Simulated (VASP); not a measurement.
# Ta: Ta into a neighbouring Ta vacancy

Wanted: the minimum-energy path in Ta for this move: Ta into a neighbouring Ta vacancy.

Program: VASP 6.6.1. Level of theory: PBEsol; plane waves and PAW (Ta). Results are calculated unless marked as measured.

Report form: the programs' logs are mostly left out.

## (1) The host crystal

The structure is cubic, space group Im-3m (No. 229). Conventional cell: a = 3.310 Å, b = 3.310 Å, c = 3.310 Å, α = 90.00°, β = 90.00°, γ = 90.00°. Ta has 8 Ta at 2.87 Å nearest.

Structure file:

```xyz
1
Lattice="-1.6550 1.6550 1.6550 1.6550 -1.6550 1.6550 1.6550 1.6550 -1.6550" Properties=species:S:1:pos:R:3 pbc="T T T"
Ta    0.0000    0.0000    0.0000
```

## (2) Relax the host

First cell and atoms are relaxed at a raised cutoff, so that later runs start from this functional's own cell.

Contents of INCAR:

```
SYSTEM = Ta
PREC = Accurate
ENCUT = 350
EDIFF = 1E-06
NELM = 120
ISMEAR = 1
SIGMA = 0.15
LREAL = .FALSE.
ALGO = Normal
GGA = PS
NBANDS = 8
LASPH = .TRUE.
LORBIT = 11
LWAVE = .FALSE.
LCHARG = .FALSE.
KPAR = 6
IBRION = 2
NSW = 40
ISIF = 3
EDIFFG = -0.02
POTIM = 0.4
```

Contents of POSCAR:

```
Ta
1.0
   -1.6550000000      1.6550000000      1.6550000000
    1.6550000000     -1.6550000000      1.6550000000
    1.6550000000      1.6550000000     -1.6550000000
Ta
1
Direct
    0.0000000000      0.0000000000      0.0000000000
```

Contents of KPOINTS:

```
Automatic mesh
0
Gamma
14 14 14
0 0 0
```

The projector-augmented-wave data sets are Ta (PBE family, release 64).

Run with:

```bash
> mpirun -np 6 vasp_std
```

It took 5 s on 6 MPI ranks of Intel Xeon 6975P-C (Granite Rapids), shared host; peak memory 0.76 GiB.

This run has no spin polarisation. Its electron count is odd, so without a moment it is a metal by construction. The PAW data sets were made with PBE, which is usual practice but a small mismatch for other functionals. The data set Ta keeps the semicore shell frozen, which is cheaper and a little less accurate. The run keeps the 48 symmetry operations of its start, so it cannot find a distortion of lower symmetry.

Relaxation path:

```csv
step,energy less that of the first step (eV),largest force (eV/Å),pressure (GPa),volume (Å³)
1,0.0000,0.0000,-6.93,18.13
2,0.0303,0.0000,14.44,16.53
3,-0.0131,0.0000,-0.12,17.55
```

```csv
"conventional cell, symmetrised",before,after,change
a (Å),3.310,3.274,-1.1 %
b (Å),3.310,3.274,-1.1 %
c (Å),3.310,3.274,-1.1 %
volume (Å³/atom),18.13,17.55,-3.2 %
```

Final coordinates:

```
Ta
1.0
    -1.63712    1.63712    1.63712
     1.63712   -1.63712    1.63712
     1.63712    1.63712   -1.63712
Ta
1
Direct
  0.00000 0.00000 0.00000
```

Numbers from this step:

```
electronic cycles       : 24
electrons               : 5
free energy (TOTEN)     : -12.62 eV
energy at zero smearing : -12.62 eV
Fermi energy            : 5.785 eV
metallic                : yes
```

The run ended after 3 ionic steps, 0.013 eV below its first step, once forces and stress met EDIFFG = -0.02.

## (3) Relax the start

System of this step: Ta. The cell holds 53 atoms: 53 Ta. Cell: a = 9.823 Å, b = 9.823 Å, c = 9.823 Å, α = 90.0°, β = 90.0°, γ = 90.0°. It derives from Ta. Nearest the centre at fractional (0.083, 0.083, 0.083): Ta5 at 1.40 Å, Ta11 at 2.67 Å, Ta1 at 2.71 Å, Ta4 at 2.72 Å, Ta3 at 2.73 Å, Ta28 at 2.74 Å, Ta33 at 2.74 Å, Ta37 at 3.54 Å.

A path needs two true minima; the start is relaxed with symmetry off.

Contents of INCAR:

```
SYSTEM = Ta
PREC = Normal
ENCUT = 280
EDIFF = 1E-05
NELM = 120
ISMEAR = 1
SIGMA = 0.15
LREAL = Auto
ALGO = Fast
GGA = PS
NBANDS = 174
LASPH = .TRUE.
LORBIT = 11
LWAVE = .FALSE.
LCHARG = .FALSE.
KPAR = 6
IBRION = 2
NSW = 60
ISIF = 2
EDIFFG = -0.05
POTIM = 0.4
MAXMIX = 40
ISYM = 0
```

Contents of POSCAR:

```
Ta
1.0
    9.8227434096      0.0000000000      0.0000000000
    0.0000000000      9.8227434096      0.0000000000
    0.0000000000      0.0000000000      9.8227434096
Ta
53
Direct
    0.3340369742      0.0016728894      0.0006728000
    0.6640133199      0.0018433870      0.0009088593
   -0.0010932857      0.3345165427      0.0007423026
    0.0005988805      0.0000578703      0.3344464907
    0.1651671791      0.1663349672      0.1656850279
    0.3345526387      0.3334142111     -0.0005954686
    0.3317412965     -0.0005236668      0.3333499115
    0.4994388474      0.1693014985      0.1687164491
    0.6611464930      0.3294871303     -0.0003558519
    0.6658070486      0.0004349966      0.3337758205
    0.8376454458      0.1644024912      0.1658978285
    0.0041592690      0.6679834129      0.0013500574
   -0.0010465638      0.3299777022      0.3336743068
    0.1668886293      0.4975009995      0.1652755550
    0.3331866458      0.6647430664     -0.0002000866
    0.0001944121      0.0000724568      0.6656358108
    0.1678755918      0.1684811638      0.5006532764
    0.3316673421      0.3348230440      0.3323123558
    0.5017900511      0.4978177432      0.1685286052
    0.6666258157      0.6641241003     -0.0006391279
    0.3334434905      0.0005554280      0.6646668422
    0.4977452876      0.1670730390      0.4990496553
    0.6671461776      0.3348797842      0.3299762521
    0.8338512907      0.5024934927      0.1660608750
    0.6650157744      0.0015316369      0.6671827069
    0.8351574328      0.1659637761      0.4969828831
   -0.0002239919      0.6657589200      0.3349119632
    0.1670609208      0.8300127758      0.1642332058
    0.0017994750      0.3347173968      0.6653630729
    0.1666645313      0.5009072283      0.5009537139
    0.3351174422      0.6671888948      0.3331402542
    0.4994729618      0.8354829218      0.1620837224
    0.1663843518      0.1667338579      0.8304311930
    0.3340109721      0.3320072659      0.6684226828
    0.4997442831      0.5013624569      0.5024816766
    0.6674463462      0.6648836187      0.3302500427
    0.8369033830      0.8331067323      0.1652646858
    0.5002937206      0.1662769358      0.8350683725
    0.6667357476      0.3333613287      0.6652117173
    0.8342894167      0.4978949532      0.5013558115
    0.8364362088      0.1635622671      0.8283118660
    0.0012560213      0.6718544187      0.6646286926
    0.1641201363      0.8345325277      0.4982882143
    0.1656363527      0.4992912011      0.8344165380
    0.3325081008      0.6672324615      0.6663072289
    0.4982801727      0.8326821379      0.4980648997
    0.5000132651      0.4977117060      0.8311081008
    0.6696331736      0.6665583788      0.6665569173
    0.8343748680      0.8324764301      0.4995346812
    0.8341989748      0.5005750244      0.8309728996
    0.1683634281      0.8321311540      0.8311830604
    0.4981665508      0.8325381474      0.8366466648
    0.8309398352      0.8336592624      0.8289805282
```

Contents of KPOINTS:

```
Automatic mesh
0
Monkhorst-Pack
2 2 2
0 0 0
```

Run with:

```bash
> mpirun -np 6 vasp_std
```

It took 4.1 min on 6 MPI ranks; peak memory 2.5 GiB; 24 min of CPU time.

The steps of the relaxation:

```csv
step,energy less that of the first step (eV),largest force (eV/Å)
1,0.0000,0.8478
2,-0.2531,0.5542
3,-0.4319,0.5023
4,-0.5872,0.4352
5,-0.7436,0.2339
6,-0.7447,0.2404
7,-0.7812,0.0938
8,-0.7816,0.0824
9,-0.7853,0.0265
```

The atoms that moved most (Å):

```csv
atom,dx,dy,dz,length
Ta53,0.110,0.082,0.121,0.183
Ta51,-0.102,0.095,0.100,0.172
Ta33,-0.084,-0.090,0.110,0.165
Ta28,-0.087,0.116,-0.066,0.159
Ta41,0.055,-0.057,0.131,0.153
Ta5,-0.070,-0.084,-0.080,0.135
Ta37,0.052,0.090,-0.080,0.131
Ta12,-0.041,-0.111,-0.020,0.120
```

This step gave:

```yaml
electronic_cycles: 75
electrons: 265
free_energy_toten: -665.5822 eV
energy_at_zero_smearing: -665.6184 eV
fermi_energy: 5.686 eV
```

The run ended after 9 ionic steps, 0.785 eV below its first step, once the forces on the free atoms met EDIFFG = -0.05.

## (4) Relax the end

The end state is relaxed in the same way, so that both ends share their errors.

INCAR is that of step 3.

Contents of POSCAR:

```
Ta
1.0
    9.8227434096      0.0000000000      0.0000000000
    0.0000000000      9.8227434096      0.0000000000
    0.0000000000      0.0000000000      9.8227434096
Ta
53
Direct
    0.3333301429      0.0018315991     -0.0004818681
    0.6653852428      0.0004713776      0.0014255727
    0.0013512672      0.3373494697      0.0004258840
   -0.0012062009     -0.0002565051      0.3331857197
    0.0002213992     -0.0000611394      0.0003542105
    0.3299313304      0.3350225334     -0.0011702215
    0.3309446754      0.0012985194      0.3360155290
    0.5010038502      0.1669948017      0.1647685813
    0.6725134393      0.3351256200     -0.0023197077
    0.6650792529      0.0001770977      0.3301677591
    0.8336766802      0.1657319552      0.1691634653
    0.0019590345      0.6611462427      0.0000849103
   -0.0032933111      0.3355926573      0.3336756122
    0.1677832701      0.4978313091      0.1703895172
    0.3374463866      0.6644986959      0.0007590855
   -0.0013709051     -0.0000479905      0.6640897146
    0.1704683450      0.1646933290      0.4993971464
    0.3343543982      0.3320148408      0.3328460714
    0.4988523779      0.4997282618      0.1642833353
    0.6657748831      0.6662454139     -0.0006794965
    0.3334487592     -0.0005967828      0.6682002737
    0.4993419437      0.1663884357      0.4986464447
    0.6655946345      0.3307587108      0.3343896266
    0.8310070626      0.4984813685      0.1673981215
    0.6674863427     -0.0008146701      0.6625552576
    0.8341895366      0.1671951615      0.4971242632
    0.0015684459      0.6652391637      0.3310403117
    0.1668615831      0.8329699513      0.1670792276
   -0.0032694493      0.3370231988      0.6654395989
    0.1635317802      0.5012600190      0.4992775865
    0.3339947748      0.6659751930      0.3332116965
    0.5005004159      0.8318130800      0.1680486423
    0.1657099073      0.1648959045      0.8334901783
    0.3342394779      0.3328669069      0.6649104979
    0.5012619398      0.4964158103      0.4979010668
    0.6667471389      0.6638954258      0.3333903322
    0.8332216270      0.8351632493      0.1648040702
    0.4987255973      0.1673450549      0.8283295101
    0.6729786351      0.3319108168      0.6651806561
    0.8350866673      0.4999188987      0.4963769213
    0.8346098145      0.1684082939      0.8324172017
   -0.0005733640      0.6676561756      0.6648163074
    0.1675592657      0.8337391232      0.4986257757
    0.1638322205      0.4995406460      0.8315508939
    0.3353722957      0.6669600376      0.6682590620
    0.5002741025      0.8338686239      0.4984057429
    0.5013602054      0.5036338082      0.8327027812
    0.6654597238      0.6663452968      0.6656867362
    0.8319050576      0.8336147081      0.4994076654
    0.8362630110      0.5000004106      0.8339928476
    0.1686050699      0.8327209670      0.8362586597
    0.4987117770      0.8316875045      0.8325875803
    0.8330997582      0.8304801218      0.8332618771
```

KPOINTS is that of step 3.

Run with:

```bash
> mpirun -np 6 vasp_std
```

Elapsed: 4.4 min, on 6 MPI ranks; peak memory 2.5 GiB; 26 min of CPU time.

The steps of the relaxation:

```csv
step,energy less that of the first step (eV),largest force (eV/Å)
1,0.0000,0.8100
2,-0.2845,0.5712
3,-0.4715,0.4707
4,-0.6191,0.4174
5,-0.7939,0.2077
6,-0.7946,0.2061
7,-0.8307,0.0894
8,-0.8310,0.0832
9,-0.8346,0.0295
```

The atoms that moved most (Å):

```csv
atom,dx,dy,dz,length
Ta13,0.120,-0.111,-0.097,0.190
Ta3,0.077,-0.131,0.075,0.170
Ta4,0.097,0.085,-0.090,0.157
Ta7,-0.061,0.071,-0.119,0.151
Ta18,-0.095,-0.074,-0.085,0.147
Ta6,-0.047,-0.105,0.092,0.147
Ta5,0.086,0.082,0.076,0.141
Ta1,-0.085,0.064,0.083,0.135
```

Numbers from this step:

```
electronic cycles       : 78
free energy (TOTEN)     : -665.5781 eV
energy at zero smearing : -665.6138 eV
```

The run ended after 9 ionic steps, 0.835 eV below its first step, once the forces on the free atoms met EDIFFG = -0.05.

(Part 1 of 2 ends here.)

[Lines on the potential files, build, host, timing and source positions are cut from VASP's logs without a mark.]

[Logs are printed without paths, hosts, clocks, repeated set-up lines and the standing remarks that a program may print on its own settings, such as how far it seeks lower states.]

[Hosts, paths, dates, database ids (printed as entryN), source tags and the programs' standing remarks are cut or masked in the printed files.]

[Runs that stopped without an error message from VASP are left out.]
